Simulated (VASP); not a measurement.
All values below come from PBEsol GGA, VASP's PBE PAW potentials (set 64) (plane waves; VASP).

The input files of a VASP run:

INCAR:
```
ALGO=Normal
EDIFF=1E-7
ENCUT=530
GGA=PS
IBRION=6
ISIF=3
ISMEAR=0
LASPH=.TRUE.
LCHARG=.FALSE.
LMAXMIX=4
LREAL=.FALSE.
LWAVE=.FALSE.
NELM=100
NFREE=2
NSW=1
POTIM=0.015
PREC=Accurate
SIGMA=0.05
SYSTEM=CsH
```

### KPOINTS
```
Automatic mesh
0
Gamma
7 7 7
0 0 0
```

**POSCAR**
```
CsH
1
    3.7242038107     0.0000000000     0.0000000000
    0.0000000000     3.7242038107     0.0000000000
    0.0000000000     0.0000000000     3.7242038107
Cs H
1 1
Direct
  0.0000000000   0.0000000000   0.0000000000
  0.5000000000   0.5000000000   0.5000000000
```

POTCAR, in this order: Cs_sv H (PBE.64 set). Program: vasp_std.

The resulting files:

**OUTCAR**
```


 TOTAL ELASTIC MODULI (kBar)
 Direction    XX          YY          ZZ          XY          YZ          ZX
 --------------------------------------------------------------------------------
 XX         456.2587     -2.8474     -2.8474      0.0000     -0.0000      0.0000
 YY          -2.8474    456.2587     -2.8474      0.0000      0.0000      0.0000
 ZZ          -2.8474     -2.8474    456.2587     -0.0000     -0.0000     -0.0000
 XY           0.0000      0.0000     -0.0000     73.9728      0.0000      0.0000
 YZ          -0.0000      0.0000     -0.0000      0.0000     73.9728      0.0000
 ZX           0.0000      0.0000     -0.0000      0.0000      0.0000     73.9728
 --------------------------------------------------------------------------------
```
(Selected blocks of OUTCAR.)

The structure comes from a computed database's CsH entry (Pm-3m); how it stands against other phases isn't given here. It was relaxed first, which changed the volume by -7 %.
